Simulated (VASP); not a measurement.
Set up this calculation in VASP 6.6.1, as the native input.

* Task: single point
* Functional: PBEsol
* Potentials or basis: VASP PAW PBE potentials, release 64 (Be, C)
* Cutoff: 520 eV
* k mesh: 5 × 5 × 3
* Occupations: gaussian, width 0.05 eV
* Spin: no spin polarisation
* Dipole correction: no
* Further INCAR settings: LREAL = Auto; ALGO = Normal; EDIFF = 1e-07; NBANDS = 32

The structure of Be16C (a cell with a defect) lies in POSCAR:

```
Be16C
1.0
   -2.2900000000     -3.9663960000      0.0000000000
    3.4350000000     -1.9831980000      0.0000000000
    0.0000000000      0.0000000000      7.1768600000
Be C
16 1
Direct
    0.7691973448      0.5109871673     -0.0077914297
    0.4996544830      0.3375903249      0.2667139947
    0.7551241192      0.4935531974      0.5062634634
    0.4999478392      0.3340639161      0.7430310749
    0.4991509704     -0.0016137635     -0.0183998295
    0.2295113904      0.8233761526      0.2568609392
    0.4999390595      0.0001279319      0.5058847463
    0.2442527026      0.8399958337      0.7426547264
    0.2301233712      0.5110965124     -0.0077089424
   -0.0003727790      0.3012289188      0.2577441945
    0.2446386150      0.4934819297      0.5062906341
   -0.0000337058      0.3363152296      0.7436529346
   -0.0004438585      0.0331870638     -0.0080402850
    0.7699460748      0.8231759858      0.2570696656
   -0.0001046227     -0.0031943482      0.5053611189
    0.7553676634      0.8399790245      0.7427968499
    0.4998345023      0.6686328997      0.1244956708
```

The cell was built by a generator and needn't be a form met in nature.

These files were run (other wordings do the same):

INCAR

```
ALGO = Normal
EDIFF = 1E-7
ENCUT = 520
GGA = PS
ISIF = 2
ISMEAR = 0
LASPH = True
LCHARG = True
LELF = True
LREAL = Auto
LVHAR = True
LWAVE = False
NBANDS = 32
NELM = 60
PREC = Accurate
SIGMA = 0.05
```

KPOINTS

```
k-points
0
Gamma
  5 5 3
```

Potentials or basis: VASP PAW PBE potentials, release 64 (Be, C).

Command:

```console
$ cat potpaw_PBE.64/Be/POTCAR potpaw_PBE.64/C/POTCAR > POTCAR
$ mpirun -np 1 vasp_std > vasp.out
```

Results of the run:

```
Pressure               : 8.2 GPa
Largest force          : 0.050 eV/Å
Band gap on the k mesh : none (metal or under the smearing width)
```

Caveat: the PAW data sets were made with another functional, which shifts forces and pressure a little.

It took 2.7 min on 1 thread of Intel(R) Xeon(R) Platinum 8559C (Emerald Rapids), with other jobs on the host, peak memory 0.27 GiB.
